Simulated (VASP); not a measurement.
The input files of a VASP run:

INCAR:
```
ALGO=Normal
EDIFF=1E-6
ENCUT=400
GGA=PE
ISIF=2
ISMEAR=1
ISPIN=2
LASPH=.TRUE.
LCHARG=.FALSE.
LMAXMIX=4
LORBIT=10
LREAL=.FALSE.
LWAVE=.FALSE.
MAGMOM=2.0 2.0 0.0 0.0
NELM=100
PREC=Accurate
SIGMA=0.1
SYSTEM=VBi
```

File KPOINTS:
```
Automatic mesh
0
Gamma
6 6 3
0 0 0
```

**POSCAR**
```
VBi
7.6215180
  0.6105866312   0.0000000000   0.0000000000
 -0.3052933812   0.5287835048   0.0000000000
  0.0000000000   0.0000000000   1.0000000000
V Bi
2 2
Cartesian
  0.3052935990   0.1762609920   0.0000000000
 -0.0000003490   0.3525225128   0.5000000000
  0.3052935990   0.1762609920   0.6252000000
 -0.0000003490   0.3525225128   0.1252000000
```

POTCAR, in this order: V_sv Bi_d (PBE.64 set). Program: vasp_std.

**Question.** Translate this PBE calculation to Ansatz.

**Answer.** One equivalent input (not run):
Ansatz 0.2 input:
```yaml
crystal:
  lattice:
    - [4.6535970, 0.0000000, 0.0000000]
    - [-2.3267990, 4.0301330, 0.0000000]
    - [0.0000000, 0.0000000, 7.6215180]
  atoms:
    - { symbol: V, position: [0.6666670, 0.3333330, 0.0000000], spin: 2 }
    - { symbol: V, position: [0.3333330, 0.6666670, 0.5000000], spin: 2 }
    - { symbol: Bi, position: [0.6666670, 0.3333330, 0.6252000] }
    - { symbol: Bi, position: [0.3333330, 0.6666670, 0.1252000] }
kpoints:
  mp_grid: { grid: [6, 6, 3] }
hamiltonian:
  xc: pbe
  pseudopotentials: { kind: paw }
magnetization: { spin_polarized: true }
scf:
  occupations: { method: methfessel_paxton, width: 0.1 }
  max_iter: 100
output: { forces: true, stress: true, eigenvalues: true }
```
Limits of the translation: each code has its own PAW files, so the cut-off isn't converted (ENCUT is set for VASP's; basis.ecutwfc is left out, and Ansatz then takes the one that its files recommend); Ansatz stops its SCF on the density residual and VASP on the energy change (EDIFF).

The structure was generated: VBi was put into the wurtzite type (P6_3mc), which need not be its known phase. The cell was not relaxed at this level.
